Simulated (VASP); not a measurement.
The system is BiH3.

```
Bi H
1.0
    -2.38448    2.38448    2.78541
     2.38448   -2.38448    2.78541
     2.38448    2.38448   -2.78541
Bi H
1 3
Direct
  0.50000 0.50000 0.00000
  0.83102 0.83102 0.00000
  0.16898 0.16898 0.00000
  0.00000 0.00000 0.00000
```

The cell was built by a generator and needn't be a form met in nature.

```yaml
Program: VASP 6.6.1
Task: relaxation of cell and atoms
Functional: RPBE
Potentials_or_basis: VASP PAW PBE potentials, release 64 (Bi_d, H)
Cutoff: 600 eV
k_mesh: 8 × 8 × 8
Occupations: gaussian, width 0.05 eV
Spin: no spin polarisation
```

At the start: pressure 4.5 GPa; volume 15.84 Å³/atom.

Problem. Where does the relaxation end?

Solution. Over 18 steps the energy falls by 99.3 meV/atom and the volume is 13.34 Å³/atom (-15.7 %); space group I4/mmm (No. 139, to 0.05 Å).

Step by step:
```csv
step,energy change (eV),largest force (eV/Å),pressure (GPa),volume (Å³)
1,0.0000,1.4204,4.52,63.35
2,-0.2975,0.0584,0.06,67.42
3,-0.3049,0.0873,-0.33,68.01
4,-0.3007,0.3499,-1.02,69.19
5,-0.3062,0.1884,-0.55,68.43
6,-0.3161,0.0367,-0.80,67.90
7,-0.3233,0.1532,-1.13,67.16
8,-0.3242,0.2320,-1.26,66.82
9,-0.3313,0.2231,-1.22,65.93
10,-0.3509,0.1979,-1.06,63.28
11,-0.3830,0.1517,-0.63,58.13
12,-0.3714,0.0596,1.80,48.47
13,-0.3941,0.1206,-0.21,54.82
14,-0.3949,0.1038,0.40,52.27
15,-0.3959,0.1095,0.10,53.44
16,-0.3959,0.1080,0.15,53.18
17,-0.3971,0.0142,0.05,53.39
18,-0.3971,0.0060,0.03,53.37
```

Final structure:
```cif
data_structure
_symmetry_space_group_name_H-M 'P 1'
_symmetry_Int_Tables_number 1
_cell_length_a 4.2691
_cell_length_b 4.2691
_cell_length_c 4.2691
_cell_angle_alpha 121.867
_cell_angle_beta 121.867
_cell_angle_gamma 86.796
_cell_volume 53.37
loop_
_atom_site_label
_atom_site_type_symbol
_atom_site_fract_x
_atom_site_fract_y
_atom_site_fract_z
_atom_site_occupancy
Bi1 Bi 0.50000 0.50000 0.00000 1
H1 H 0.84433 0.84433 0.00000 1
H2 H 0.15567 0.15567 0.00000 1
H3 H 0.00000 0.00000 0.00000 1
```

Caveat: the volume moved by over 15 % at a fixed basis, so the end points are rough; the PAW data sets were made with another functional, which shifts forces and pressure a little.
